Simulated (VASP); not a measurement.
Computed with optB88-vdW, VASP's PBE PAW potentials (set 64) (plane waves; VASP).

VASP ran on this input.

File POSCAR:
```
CuZn
1
    2.9623692244    -0.0000000000    -0.0000000000
    0.0000000000     2.9623692244    -0.0000000000
    0.0000000000     0.0000000000     2.9623692244
Zn Cu
1 1
Direct
  0.5000000000   0.5000000000   0.5000000000
  0.0000000000   0.0000000000   0.0000000000
```

**INCAR**
```
ICHARG = 11
LUSE_VDW = .TRUE.
GGA = BO
ALGO = Normal
PREC = Accurate
LCHARG = .FALSE.
LREAL = .FALSE.   # projection in real space or not
ISMEAR = 0
PARAM1 = 0.1833333333
ENCUT = 520   # plane-wave cut-off (eV)
LWAVE = .FALSE.
SIGMA = 0.05
NELM = 100   # most electronic steps
LASPH = .TRUE.   # aspherical one-centre terms
PARAM2 = 0.22
SYSTEM = CuZn
LORBIT = 11   # lm-projected
LMAXMIX = 4
EDIFF = 1E-7
AGGAC = 0.0
```

KPOINTS:
```
k-points along high-symmetry lines
15
Line-mode
Reciprocal
  0.000000   0.000000   0.000000 ! GAMMA
  0.000000   0.500000   0.000000 ! X

  0.000000   0.500000   0.000000 ! X
  0.500000   0.500000   0.000000 ! M

  0.500000   0.500000   0.000000 ! M
  0.000000   0.000000   0.000000 ! GAMMA

  0.000000   0.000000   0.000000 ! GAMMA
  0.500000   0.500000   0.500000 ! R

  0.500000   0.500000   0.500000 ! R
  0.000000   0.500000   0.000000 ! X

  0.500000   0.500000   0.500000 ! R
  0.500000   0.500000   0.000000 ! M
```

POTCAR, in this order: Zn Cu (PBE.64 set). Program: vasp_std. Read from the step before: CHGCAR.

Output of the run:

**OUTCAR**
```
 ion  position               nearest neighbor table
   1  0.500  0.500  0.500-   2 2.57   2 2.57   2 2.57   2 2.57   2 2.57   2 2.57   2 2.57   2 2.57
  LATTYP: Found a simple cubic cell.
 ALAT       =     2.9623692244
 Subroutine PRICEL returns:
 Original cell was already a primitive cell.
 Subroutine GETGRP returns: Found 48 space group operations
The static configuration has the point symmetry O_h .
The dynamic configuration has the point symmetry O_h .
 Subroutine INISYM returns: Found 48 space group operations
   k-points           NKPTS =     90   k-points in BZ     NKDIM =     90   number of bands    NBANDS=     15
   number of dos      NEDOS =    301   number of ions     NIONS =      2
   total plane-waves  NPLWV =  13824
   dimension x,y,z NGX =    24 NGY =   24 NGZ =   24
   dimension x,y,z NGXF=    48 NGYF=   48 NGZF=   48
   ions per type =               1   1
   PREC   = accura    normal or accurate (medium, high low for compatibility)
   ISTART =      0    job   : 0-new  1-cont  2-samecut
   ICHARG =     11    charge: 1-file 2-atom 10-const
   ISPIN  =      1    spin polarized calculation?
   LNONCOLLINEAR =      F non collinear calculations
   LSORBIT =      F    spin-orbit coupling
   INIWAV =      1    electr: 0-lowe 1-rand  2-diag
   ENCUT  =  520.0 eV  38.22 Ry    6.18 a.u.   5.51  5.51  5.51*2*pi/ulx,y,z
   NELM   =    100;   NELMIN=  2; NELMDL= -5     # of ELM steps
   EDIFF  = 0.1E-06   stopping-criterion for ELM
   LREAL  =      F    real-space projection
   NLSPLINE    = F    spline interpolate recip. space projectors
   LMAXMIX     =    4 max onsite mixed and CHGCAR
   VOSKOWN=      0    Vosko Wilk Nusair interpolation
   EDIFFG = 0.1E-05   stopping-criterion for IOM
   NSW    =      0    number of steps for IOM
   NBLOCK =      1;   KBLOCK =      1    inner block; outer block
   IBRION =     -1    ionic relax: 0-MD 1-quasi-New 2-CG
   NFREE  =      0    steps in history (QN), initial steepest desc. (CG)
   ISIF   =      2    stress and relaxation
   ISYM   =      2    0-nonsym 1-usesym 2-fastsym
   TEIN   =    0.0    initial temperature
   TEBEG  =    0.0;   TEEND  =   0.0 temperature during run
   SMASS  =  -3.00    Nose mass-parameter (am)
   PSTRESS=    0.0 pullay stress
   NELECT =      23.0000    total number of electrons
   EFERMI =   0.00;   METHOD = LEGACY
   ISMEAR =     0;   SIGMA  =   0.05  broadening in eV -4-tet -1-fermi 0-gaus
   IALGO  =     38    algorithm
   LDIAG  =      T    sub-space diagonalisation (order eigenvalues)
   IMIX   =      4    mixing-type and parameters
     AMIX     =   0.40;   BMIX     =  1.00
     AMIX_MAG =   1.60;   BMIX_MAG =  1.00
     AMIN     =   0.10
   GGA     = BO    functional components
   VOSKOWN =     0    Vosko Wilk Nusair interpolation
   LHFCALC =     F    Hartree Fock is set to
   LHFONE  =     F    Hartree Fock one center treatment
   AEXX    =    0.0000 exact exchange contribution
   LUSE_VDW   =     T    switch on vdW DFT
   IVDW    =     0    specifies the selected vdW correction
   LEPSILON=     F    determine dielectric tensor
   LRPA    =     F    only Hartree local field effects (RPA)
  energy-cutoff  :      520.00
  volume of cell :       26.00
      direct lattice vectors                 reciprocal lattice vectors
     2.962369224  0.000000000  0.000000000     0.337567644  0.000000000  0.000000000
     0.000000000  2.962369224  0.000000000     0.000000000  0.337567644  0.000000000
     0.000000000  0.000000000  2.962369224     0.000000000  0.000000000  0.337567644
 k-point     1 :   0.0000 0.0000 0.0000  plane waves:     739
 k-point     2 :   0.0000 0.0357 0.0000  plane waves:     731
 k-point     3 :   0.0000 0.0714 0.0000  plane waves:     731
 k-point     4 :   0.0000 0.1071 0.0000  plane waves:     723
 k-point     5 :   0.0000 0.1429 0.0000  plane waves:     719
 k-point     6 :   0.0000 0.1786 0.0000  plane waves:     703
 k-point     7 :   0.0000 0.2143 0.0000  plane waves:     707
 k-point     8 :   0.0000 0.2500 0.0000  plane waves:     699
 k-point     9 :   0.0000 0.2857 0.0000  plane waves:     703
 k-point    10 :   0.0000 0.3214 0.0000  plane waves:     691
...
```

**OSZICAR**
```
       N       E                     dE             d eps       ncg     rms          rms(c)
DAV:   1     0.118117743206E+03    0.11812E+03   -0.11782E+04  2812   0.256E+03
DAV:   2     0.544429648252E+01   -0.11267E+03   -0.10906E+03  2714   0.328E+02
DAV:   3     0.211958735532E+01   -0.33247E+01   -0.33169E+01  3470   0.737E+01
DAV:   4     0.209760283940E+01   -0.21985E-01   -0.21983E-01  3253   0.531E+00
DAV:   5     0.209726196439E+01   -0.34088E-03   -0.34086E-03  3589   0.668E-01
DAV:   6     0.209725115491E+01   -0.10809E-04   -0.10809E-04  3280   0.995E-02
DAV:   7     0.209725067309E+01   -0.48183E-06   -0.48173E-06  3605   0.214E-02
DAV:   8     0.209725065359E+01   -0.19500E-07   -0.19483E-07  2961   0.387E-03
   1 F= 0.20972507E+01 E0= 0.20981808E+01  d E =-.186032E-02
```

OUTCAR:
```
 val. band max:        6.8114736146   @ k =   0.5000   0.5000   0.0000

 cond. band min:       6.8181378849   @ k =   0.5000   0.5000   0.0357



 k-point     1 :       0.0000    0.0000    0.0000
  band No.  band energies     occupation
      1      -4.9325      2.00000
      2      -2.6912      2.00000
      3      -2.6912      2.00000
      4      -2.0473      2.00000
      5      -2.0473      2.00000
      6      -2.0473      2.00000
      7       1.6452      2.00000
      8       1.6452      2.00000
      9       2.4608      2.00000
     10       2.4608      2.00000
     11       2.4608      2.00000
     12      11.3775      0.00000
     13      11.3775      0.00000
     14      11.3775      0.00000
     15      16.6014      0.00000

 k-point     2 :       0.0000    0.0357    0.0000
  band No.  band energies     occupation
      1      -4.9097      2.00000
      2      -2.6888      2.00000
      3      -2.6864      2.00000
      4      -2.0493      2.00000
      5      -2.0493      2.00000
      6      -2.0464      2.00000
      7       1.6440      2.00000
      8       1.6475      2.00000
      9       2.4532      2.00000
     10       2.4532      2.00000
     11       2.4599      2.00000
     12      11.1293      0.00000
     13      11.4120      0.00000
     14      11.4120      0.00000
     15      16.6140      0.00000

 k-point     3 :       0.0000    0.0714    0.0000
  band No.  band energies     occupation
      1      -4.8412      2.00000
      2      -2.6817      2.00000
      3      -2.6720      2.00000
      4      -2.0551      2.00000
      5      -2.0551      2.00000
      6      -2.0436      2.00000
      7       1.6407      2.00000
      8       1.6542      2.00000
      9       2.4313      2.00000
     10       2.4313      2.00000
     11       2.4575      2.00000
     12      10.5032      0.00000
     13      11.5149      0.00000
     14      11.5149      0.00000
     15      16.6511      0.00000

...
```

The density is held fixed in this step, so its total energy and stress have no physical meaning.

The compound is CuZn in the CsCl type structure. It was relaxed first. The electron count is odd and the run is not spin-polarised, which forces a metal.
